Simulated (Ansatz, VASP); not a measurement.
# KCeS2: VASP beside Ansatz, part 2 of 3

One calculation is typed for both programs; each brings its own data sets and cutoff. How far apart do they land?  The cell is a member of a volume series, scaled by 1.02 from a relaxed one, so a pressure remains.

VASP 6.6.1 and Ansatz 0.2.0.

So far. Step 2 (Ansatz: single point, PBEsol, DFT+U): The run ends at a pressure of -1.19 GPa, with forces up to 0.15 eV/Å.

In doubt: a part-filled 4f shell, where there is one, can sit in one of many states, so energies may not be the lowest and differences between runs may mislead; derivatives with an open 4f shell can jump between states, which bears on forces and vibrations.

## 3. VASP: single point, PBEsol, DFT+U

Level of this step: PBEsol, DFT+U (Ce f 6 eV), spin-polarised from a ferromagnetic start; plane waves and PAW (K_sv, Ce, S) (VASP).

The same cell, functional, mesh and smearing now go to VASP, with its own data sets and cutoff.

Lines of VASP's logs that name or quote its potential files are left out, and so is its time.

File INCAR:

```
SYSTEM = KCeS2
PREC = Accurate
ENCUT = 400
EDIFF = 1E-06
NELM = 150
ISMEAR = 0
SIGMA = 0.05
LREAL = .FALSE.
ALGO = Normal
GGA = PS
NBANDS = 25
ISPIN = 2
MAGMOM = -0 0.992 -0.01 -0.01
LDAU = .TRUE.
LDAUTYPE = 2
LDAUL = -1 3 -1
LDAUU = 0 6 0
LDAUJ = 0 0 0
LDAUPRINT = 1
LASPH = .TRUE.
LMAXMIX = 6
AMIX = 0.2
BMIX = 1E-04
AMIX_MAG = 0.8
BMIX_MAG = 1E-04
LORBIT = 11
LWAVE = .FALSE.
LCHARG = .FALSE.
KPAR = 8
ISIF = 2
```

File POSCAR:

```
KCeS2
1.0
    2.1180404405      1.2228512185      7.3063959280
   -2.1180404405      1.2228512185      7.3063959280
    0.0000000000     -2.4457024370      7.3063959280
K Ce S
1 1 2
Direct
    0.5000000000      0.5000000000      0.5000000000
    0.0000000000      0.0000000000      0.0000000000
    0.2629669045      0.2629669045      0.2629669045
    0.7370330955      0.7370330955      0.7370330955
```

File KPOINTS:

```
Automatic mesh
0
Gamma
7 7 7
0 0 0
```

Potentials, in the order of the species: K_sv, Ce and S (PBE family, release 64).

Command:

```sh
> mpirun -np 8 vasp_std
```

Numbers of over 12 decimals in the logs are rounded to 6 here.

Output:

```text
[banner, memory and clock lines left out]
running    8 mpi-ranks, on    1 nodes
 distrk:  each k-point on    1 cores,    8 groups
 distr:  one band on    1 cores,    1 groups

 POSCAR found type information on POSCAR K CeS
 POSCAR found :  3 types and       4 ions
|                                                                             |
|           W    W    AA    RRRRR   N    N  II  N    N   GGGG   !!!           |
|           W    W   A  A   R    R  NN   N  II  NN   N  G    G  !!!           |
|           W    W  A    A  R    R  N N  N  II  N N  N  G       !!!           |
|           W WW W  AAAAAA  RRRRR   N  N N  II  N  N N  G  GGG   !            |
|           WW  WW  A    A  R   R   N   NN  II  N   NN  G    G                |
|           W    W  A    A  R    R  N    N  II  N    N   GGGG   !!!           |
|                                                                             |
|     For optimal performance we recommend to set                             |
|       NCORE = 2 up to number-of-cores-per-socket                            |
|     NCORE specifies how many cores store one orbital (NPAR=cpu/NCORE).      |
|     This setting can greatly improve the performance of VASP for DFT.       |
|     The default, NCORE=1 might be grossly inefficient on modern             |
|     multi-core architectures or massively parallel machines. Do your        |
|     Unfortunately you need to use the default for GW and RPA                |
|     calculations (for HF NCORE is supported but not extensively tested      |
|     yet).                                                                   |
|                                                                             |

|                                                                             |
|               ----> ADVICE to this user running VASP <----                  |
|                                                                             |
|     You enforced a specific xc type in the INCAR file but a different       |
|     [... a line on the potential file left out ...]
|     I HOPE YOU KNOW WHAT YOU ARE DOING!                                     |
|                                                                             |

 LDA part: xc-table for (Slater+PW92), standard interpolation
 POSCAR, INCAR and KPOINTS ok, starting setup
 FFT: planning ... GRIDC
 FFT: planning ... GRID_SOFT
 FFT: planning ... GRID
 WAVECAR not read
 entering main loop
       N       E                     dE             d eps       ncg     rms          rms(c)
DAV:   1     0.296246276140E+03    0.29625E+03   -0.11255E+04  4400   0.106E+03
DAV:   2     0.222254665539E+02   -0.27402E+03   -0.25144E+03  5455   0.264E+02
DAV:   3    -0.203465883772E+02   -0.42572E+02   -0.41479E+02  5771   0.118E+02
DAV:   4    -0.228984755787E+02   -0.25519E+01   -0.25303E+01  7270   0.243E+01
DAV:   5    -0.230393948231E+02   -0.14092E+00   -0.14078E+00  6883   0.578E+00    0.111E+01
DAV:   6    -0.208530842956E+02    0.21863E+01   -0.64893E+00  6131   0.120E+01    0.682E+00
DAV:   7    -0.209769514846E+02   -0.12387E+00   -0.12132E+00  7444   0.488E+00    0.619E+00
DAV:   8    -0.215994447748E+02   -0.62249E+00   -0.42823E+00  6524   0.607E+00    0.526E+00
DAV:   9    -0.224098263857E+02   -0.81038E+00   -0.41606E-01  7532   0.371E+00    0.405E+00
DAV:  10    -0.223989385758E+02    0.10888E-01   -0.59746E-01  7556   0.568E+00    0.217E+00
DAV:  11    -0.228603725426E+02   -0.46143E+00   -0.10091E-01  7555   0.314E+00    0.100E+00
DAV:  12    -0.228753059519E+02   -0.14933E-01   -0.17341E-02  7200   0.897E-01    0.595E-01
DAV:  13    -0.228712613737E+02    0.40446E-02   -0.27900E-02  6321   0.118E+00    0.228E-01
DAV:  14    -0.228732597402E+02   -0.19984E-02   -0.33255E-03  7406   0.393E-01    0.149E-01
[...]
DAV:  18    -0.228760749063E+02   -0.10126E-03   -0.17229E-04  6958   0.906E-02    0.301E-02
DAV:  19    -0.228761799255E+02   -0.10502E-03   -0.98507E-05  6902   0.771E-02    0.274E-02
DAV:  20    -0.228763303105E+02   -0.15038E-03   -0.29925E-04  6805   0.136E-01    0.208E-02
DAV:  21    -0.228764025632E+02   -0.72253E-04   -0.59310E-04  6869   0.188E-01    0.169E-02
DAV:  22    -0.228764504904E+02   -0.47927E-04   -0.68568E-05  7088   0.548E-02    0.901E-03
DAV:  23    -0.228764615614E+02   -0.11071E-04   -0.73888E-06  5941   0.197E-02    0.431E-03
DAV:  24    -0.228764640834E+02   -0.25220E-05   -0.32888E-06  5682   0.163E-02    0.201E-03
DAV:  25    -0.228764642998E+02   -0.21642E-06   -0.82900E-07  4829   0.593E-03
   1 F= -.22876464E+02 E0= -.22876464E+02  d E =-.163199E-17  mag=     1.0000
```

From OUTCAR (step 3):

```text
ion  position               nearest neighbor table
   1  0.500  0.500  0.500-   3 3.23   3 3.23   4 3.23   4 3.23   3 3.23   4 3.23
   2  0.000  0.000  0.000-   4 2.89   4 2.89   3 2.89   3 2.89   4 2.89   3 2.89
   3  0.263  0.263  0.263-   2 2.89   2 2.89   2 2.89   1 3.23   1 3.23   1 3.23
   4  0.737  0.737  0.737-   2 2.89   2 2.89   2 2.89   1 3.23   1 3.23   1 3.23

  LATTYP: Found a trigonal (rhomboedric) cell.
 ALAT       =     7.7048609246
 COS(alpha) =     0.8488636660

 Subroutine GETGRP returns: Found 12 space group operations
 (whereof 12 operations were pure point group operations)

The static configuration has the point symmetry D_3d.

 Found     44 irreducible k-points:

   k-points           NKPTS =     44   k-points in BZ     NKDIM =     44   number of bands    NBANDS=     25

   dimension x,y,z NGX =    50 NGY =   50 NGZ =   50
   dimension x,y,z NGXF=   100 NGYF=  100 NGZF=  100

   ENCUT  =  400.0 eV  29.40 Ry    5.42 a.u.  12.56 12.56 12.56*2*pi/ulx,y,z

   NELECT =      33.0000    total number of electrons

 k-points in reciprocal lattice and weights: Automatic mesh
   0.00000000  0.00000000  0.00000000       0.003
   0.14285714 -0.00000000  0.00000000       0.017
   0.28571429  0.00000000  0.00000000       0.017
   0.42857143  0.00000000  0.00000000       0.017
   0.14285714  0.14285714  0.00000000       0.017
   0.28571429  0.14285714  0.00000000       0.035
   0.42857143  0.14285714 -0.00000000       0.035
  -0.42857143  0.14285714 -0.00000000       0.035
  -0.28571429  0.14285714  0.00000000       0.035
[...]
0.42857143  0.42857143  0.42857143       0.006
  -0.42857143  0.42857143  0.42857143       0.017

atom =   2  type =  2  l = 3

 onsite density matrix

spin component  1

  0.4314  0.0000  0.0000  0.4779  0.0000  0.0000  0.0000
  0.0000  0.0116  0.0000 -0.0000  0.0029  0.0000  0.0000
  0.0000  0.0000  0.0046  0.0000  0.0000  0.0029 -0.0000
  0.4779 -0.0000  0.0000  0.5705 -0.0000  0.0000  0.0000
  0.0000  0.0029  0.0000 -0.0000  0.0046  0.0000  0.0000
  0.0000  0.0000  0.0029  0.0000  0.0000  0.0116  0.0000
  0.0000  0.0000 -0.0000  0.0000  0.0000  0.0000  0.0045

spin component  2

  0.0092  0.0000  0.0000 -0.0074  0.0000 -0.0000  0.0000
  0.0000  0.0099  0.0000 -0.0000  0.0023  0.0000  0.0000
  0.0000  0.0000  0.0042 -0.0000  0.0000  0.0023 -0.0000
 -0.0074 -0.0000 -0.0000  0.0063 -0.0000  0.0000  0.0000
  0.0000  0.0023  0.0000 -0.0000  0.0042  0.0000  0.0000
 -0.0000  0.0000  0.0023  0.0000  0.0000  0.0099  0.0000
  0.0000  0.0000 -0.0000  0.0000  0.0000  0.0000  0.0042

 occupancies and eigenvectors

  o =  0.0002  v =  0.0000  0.0000  0.0000  0.0000  0.0000  0.0000  0.0000 -0.6352 -0.0000  0.0000 -0.7723  0.0000  0.0000 -0.0000      0.0000  0.0000  0.0000  0.0000  0.0000  0.0000  0.0000  0.0000  0.0000  0.0000  0.0000  0.0000  0.0000  0.0000
  o =  0.0033  v =  0.0000  0.0000  0.0000  0.0000  0.0000  0.0000  0.0000 -0.0000 -0.3352  0.0000  0.0000  0.9422 -0.0000 -0.0000      0.0000  0.0000  0.0000  0.0000  0.0000  0.0000  0.0000  0.0000  0.0000  0.0000  0.0000  0.0000  0.0000  0.0000
  o =  0.0033  v =  0.0000  0.0000  0.0000  0.0000  0.0000  0.0000  0.0000 -0.0000  0.0000  0.9422  0.0000 -0.0000 -0.3352  0.0000      0.0000  0.0000  0.0000  0.0000  0.0000  0.0000  0.0000  0.0000  0.0000  0.0000  0.0000  0.0000  0.0000  0.0000
[...]
o =  0.0045  v = -0.0000 -0.0000 -0.0000  0.0000  0.0000  0.0000  1.0000  0.0000  0.0000  0.0000  0.0000  0.0000  0.0000  0.0000      0.0000  0.0000  0.0000  0.0000  0.0000  0.0000  0.0000  0.0000  0.0000  0.0000  0.0000  0.0000  0.0000  0.0000
  o =  0.0107  v =  0.0000  0.0000  0.0000  0.0000  0.0000  0.0000  0.0000  0.0000 -0.9422  0.0000 -0.0000 -0.3352  0.0000 -0.0000      0.0000  0.0000  0.0000  0.0000  0.0000  0.0000  0.0000  0.0000  0.0000  0.0000  0.0000  0.0000  0.0000  0.0000
  o =  0.0107  v =  0.0000  0.0000  0.0000  0.0000  0.0000  0.0000  0.0000  0.0000  0.0000  0.3352 -0.0000  0.0000  0.9422  0.0000      0.0000  0.0000  0.0000  0.0000  0.0000  0.0000  0.0000  0.0000  0.0000  0.0000  0.0000  0.0000  0.0000  0.0000
  o =  0.0126  v = -0.0000  0.9415  0.0000  0.0000  0.3371  0.0000  0.0000  0.0000  0.0000  0.0000  0.0000  0.0000  0.0000  0.0000      0.0000  0.0000  0.0000  0.0000  0.0000  0.0000  0.0000  0.0000  0.0000  0.0000  0.0000  0.0000  0.0000  0.0000
  o =  0.0126  v = -0.0000  0.0000 -0.3371  0.0000  0.0000 -0.9415 -0.0000  0.0000  0.0000  0.0000  0.0000  0.0000  0.0000  0.0000      0.0000  0.0000  0.0000  0.0000  0.0000  0.0000  0.0000  0.0000  0.0000  0.0000  0.0000  0.0000  0.0000  0.0000
  o =  0.0152  v =  0.0000  0.0000  0.0000  0.0000  0.0000  0.0000  0.0000 -0.7723 -0.0000  0.0000  0.6352 -0.0000  0.0000  0.0000      0.0000  0.0000  0.0000  0.0000  0.0000  0.0000  0.0000  0.0000  0.0000  0.0000  0.0000  0.0000  0.0000  0.0000
  o =  0.0180  v = -0.7563 -0.0000  0.0000  0.6542 -0.0000  0.0000  0.0000  0.0000  0.0000  0.0000  0.0000  0.0000  0.0000  0.0000      0.0000  0.0000  0.0000  0.0000  0.0000  0.0000  0.0000  0.0000  0.0000  0.0000  0.0000  0.0000  0.0000  0.0000
  o =  0.9839  v = -0.6542  0.0000 -0.0000 -0.7563 -0.0000 -0.0000 -0.0000  0.0000  0.0000  0.0000  0.0000  0.0000  0.0000  0.0000      0.0000  0.0000  0.0000  0.0000  0.0000  0.0000  0.0000  0.0000  0.0000  0.0000  0.0000  0.0000  0.0000  0.0000

 average (electrostatic) potential at core
       1 -33.4726       2 -79.8410       3 -87.1801       4 -87.1801

 E-fermi :   2.4619

 spin component 1
 k-point     1 :       0.0000    0.0000    0.0000
  band No.  band energies     occupation
    ...
     13       0.6365      1.00000
     14       1.0421      1.00000
     15       1.9809      1.00000
     16       2.1640      1.00000
     17       2.1640      1.00000
     18       5.5801      0.00000
     19       5.5801      0.00000
     20       6.0086      0.00000
     21       6.0755      0.00000
     22       7.1509      0.00000
    ...

 k-point     2 :       0.1429   -0.0000    0.0000
  band No.  band energies     occupation
    ...
     13       0.7233      1.00000
     14       1.0684      1.00000
     15       1.5672      1.00000
     16       2.0082      1.00000
     17       2.0278      1.00000
     18       5.4353      0.00000
     19       5.8860      0.00000
     20       6.1831      0.00000
     21       6.5458      0.00000
     22       6.8704      0.00000
    ...

 k-point     3 :       0.2857    0.0000    0.0000
  band No.  band energies     occupation
    ...
     13       0.8624      1.00000
     14       0.8943      1.00000
     15       1.1245      1.00000
     16       1.7923      1.00000
     17       1.9060      1.00000
     18       5.1392      0.00000
     19       6.3926      0.00000
     20       6.4581      0.00000
     21       6.6664      0.00000
     22       7.1262      0.00000
    ...

 k-point     4 :       0.4286    0.0000    0.0000
  band No.  band energies     occupation
    ...
     13       0.8858      1.00000
     14       1.0928      1.00000
     15       1.1643      1.00000
     16       1.5193      1.00000
     17       1.7508      1.00000
     18       4.9345      0.00000
     19       6.6076      0.00000
     20       6.7502      0.00000
     21       6.9104      0.00000
     22       7.1357      0.00000
    ...

 k-point     5 :       0.1429    0.1429    0.0000
  band No.  band energies     occupation
    ...
     13       0.7410      1.00000
     14       1.0685      1.00000
     15       1.5472      1.00000
     16       1.9752      1.00000
     17       2.0076      1.00000
     18       5.4488      0.00000
     19       5.8642      0.00000
     20       6.1524      0.00000
     21       6.6793      0.00000
     22       6.8598      0.00000
    ...

 k-point     6 :       0.2857    0.1429    0.0000
  band No.  band energies     occupation
    ...
     13       0.7019      1.00000
     14       1.0917      1.00000
     15       1.1989      1.00000
     16       1.6455      1.00000
     17       1.9875      1.00000
     18       5.5220      0.00000
     19       5.7638      0.00000
     20       6.5124      0.00000
     21       6.7674      0.00000
     22       7.0516      0.00000
    ...

  Total       -0.7450036     -0.7450036     -0.6509790      0.0000000      0.0000000      0.0000000
  in kB      -10.5125148    -10.5125148     -9.1857627      0.0000000      0.0000000      0.0000000
  external PRESSURE =     -10.0702641 kB  Pullay stress =       0.0000000 kB

  energy-cutoff  :      400.00
  volume of cell :      113.54
      direct lattice vectors                 reciprocal lattice vectors
     2.118040441  1.222851219  7.306395928     0.236067258  0.136293495  0.045622128
    -2.118040441  1.222851219  7.306395928    -0.236067258  0.136293495  0.045622128
     0.000000000 -2.445702437  7.306395928     0.000000000 -0.272586990  0.045622128

 POSITION                                       TOTAL-FORCE (eV/Angst)
 -----------------------------------------------------------------------------------
      0.00000      0.00000     10.95959         0.000000      0.000000     -0.000000
      0.00000      0.00000      0.00000         0.000000     -0.000000     -0.000000
      0.00000      0.00000      5.76402         0.000000     -0.000000      0.105260
      0.00000      0.00000     16.15517         0.000000      0.000000     -0.105260
 -----------------------------------------------------------------------------------
    total drift:                               -0.000000     -0.000000     -0.000000

  FREE ENERGIE OF THE ION-ELECTRON SYSTEM (eV)
  ---------------------------------------------------
  free  energy   TOTEN  =       -22.8764642998 eV

  energy  without entropy=      -22.8764642998  energy(sigma->0) =      -22.87646430

 total charge
# of ion       s       p       d       f       tot
--------------------------------------------------
    1        1.959   5.567   0.032   0.000   7.558
    2        2.012   5.734   0.648   1.082   9.476
    3        1.319   2.416   0.000   0.000   3.735
    4        1.319   2.416   0.000   0.000   3.735
--------------------------------------------------
tot          6.609  16.133   0.680   1.082  24.504

 magnetization (x)
# of ion       s       p       d       f       tot
--------------------------------------------------
    1       -0.000  -0.000  -0.000   0.000  -0.000
    2       -0.002  -0.005   0.010   0.990   0.993
    3       -0.001  -0.009   0.000   0.000  -0.010
    4       -0.001  -0.009   0.000   0.000  -0.010
--------------------------------------------------
tot         -0.004  -0.023   0.010   0.990   0.973

[... 6 further parts left out ...]
```

Experiment finds antiferromagnetic order in this phase (below 0.38 K, arxiv:2005.06300), so this ferromagnetic run describes another state. DFT+U on an f shell has many metastable occupations, and no search among them was made.

## 4. Comparison

Known differences besides the PAW data sets themselves: U acts on the PAW sphere in VASP and on atomic orbitals in Ansatz, so only states and trends compare; the cutoff is 420 eV in Ansatz and 400 eV in VASP; Ansatz makes its cores anew for this functional, VASP keeps those of its PBE data sets; site moments are counted in spheres of each program's own size. Total energies have different zeros and are not compared.

Compared:

```csv
quantity,Ansatz,VASP,difference
pressure (GPa),-1.19,-1.01,-0.18
gap on the k mesh (eV),2.285,2.308,-0.023
total moment (μB),1.00,1.00,0.00
moment on Ce2 (μB),0.98,0.99,-0.02
```

Forces (eV/Å; atoms numbered as in POSCAR):

```csv
atom,"Ansatz x, y, z","VASP x, y, z"
K1,"0.000, 0.000, 0.000","0.000, 0.000, 0.000"
Ce2,"0.000, 0.000, 0.000","0.000, 0.000, 0.000"
S3,"0.000, 0.000, 0.146","0.000, 0.000, 0.105"
S4,"0.000, 0.000, -0.146","0.000, 0.000, -0.105"
```

The forces differ by 17 meV/Å r.m.s., which is 39.0 % of the r.m.s. force of 0.04 eV/Å (both taken over all components).

## 5. VASP: single point, PBEsol, DFT+U

A single point gives forces, pressure and levels at one fixed geometry, so differences don't come from the geometry; what else differs is listed under the comparison. The cell compared in this pair holds 115.77 Å³, against 113.54 Å³ for the pair before.

INCAR is that of step 3.

File POSCAR:

```
KCeS2
1.0
    2.1317943353      1.2307920334      7.3538413869
   -2.1317943353      1.2307920334      7.3538413869
    0.0000000000     -2.4615840666      7.3538413869
K Ce S
1 1 2
Direct
    0.5000000000      0.5000000000      0.5000000000
    0.0000000000      0.0000000000      0.0000000000
    0.2629669045      0.2629669045      0.2629669045
    0.7370330955      0.7370330955      0.7370330955
```

KPOINTS is that of step 3.

Command:

```sh
> mpirun -np 8 vasp_std
```

Output:

```text
[banner, memory and clock lines left out]
running    8 mpi-ranks, on    1 nodes
[...]
[... a notice as in an earlier step ...]

 [... a notice as in an earlier step ...]

 LDA part: xc-table for (Slater+PW92), standard interpolation
 POSCAR, INCAR and KPOINTS ok, starting setup
[...]
entering main loop
       N       E                     dE             d eps       ncg     rms          rms(c)
DAV:   1     0.294520649256E+03    0.29452E+03   -0.11209E+04  4400   0.105E+03
DAV:   2     0.204385332087E+02   -0.27408E+03   -0.24992E+03  5444   0.264E+02
DAV:   3    -0.202855928398E+02   -0.40724E+02   -0.40056E+02  5674   0.117E+02
DAV:   4    -0.228200758228E+02   -0.25345E+01   -0.25198E+01  7270   0.247E+01
[...]
DAV:  23    -0.228577845631E+02   -0.87484E-05   -0.10146E-05  6180   0.233E-02    0.461E-03
DAV:  24    -0.228577870082E+02   -0.24451E-05   -0.28599E-06  5338   0.142E-02    0.211E-03
DAV:  25    -0.228577871232E+02   -0.11500E-06   -0.75221E-07  5154   0.667E-03
   1 F= -.22857787E+02 E0= -.22857787E+02  d E =-.207869E-22  mag=     1.0000
```

OUTCAR, selected parts (step 5):

```text
  Total       -1.4621126     -1.4621126     -1.2613635      0.0000000     -0.0000000      0.0000000
  in kB      -20.2346606    -20.2346606    -17.4564270      0.0000000     -0.0000000      0.0000000
  external PRESSURE =     -19.3085827 kB  Pullay stress =       0.0000000 kB

 POSITION                                       TOTAL-FORCE (eV/Angst)
 -----------------------------------------------------------------------------------
      0.00000      0.00000     11.03076         0.000000     -0.000000      0.000000
      0.00000      0.00000      0.00000        -0.000000     -0.000000      0.000000
      0.00000      0.00000      5.80145        -0.000000      0.000000      0.203080
      0.00000      0.00000     16.26007        -0.000000     -0.000000     -0.203080
 -----------------------------------------------------------------------------------
    total drift:                                0.000000     -0.000000     -0.000000

  FREE ENERGIE OF THE ION-ELECTRON SYSTEM (eV)
  ---------------------------------------------------
  free  energy   TOTEN  =       -22.8577871232 eV

  energy  without entropy=      -22.8577871232  energy(sigma->0) =      -22.85778712

 magnetization (x)
# of ion       s       p       d       f       tot
--------------------------------------------------
    1       -0.000  -0.000  -0.000   0.000  -0.000
    2       -0.002  -0.005   0.010   0.990   0.993
    3       -0.001  -0.009   0.000   0.000  -0.009
    4       -0.001  -0.009   0.000   0.000  -0.009
--------------------------------------------------
tot         -0.004  -0.023   0.010   0.990   0.974

[... 1 part as in an earlier step ...]

[... 2 further parts left out ...]
[key lines of the parts left out:]
E-fermi :   2.3818
```

The run ends at a pressure of -1.93 GPa, with forces up to 0.20 eV/Å.

[end of part 2 of 3]

[Lines on the potential files, build, host, timing and source positions are cut from VASP's logs without a mark.]

[Logs are printed without paths, hosts, clocks, repeated set-up lines and the standing remarks that a program may print on its own settings, such as how far it seeks lower states.]

[Hosts, paths, dates, database ids (printed as entryN), source tags and the programs' standing remarks are cut or masked in the printed files.]
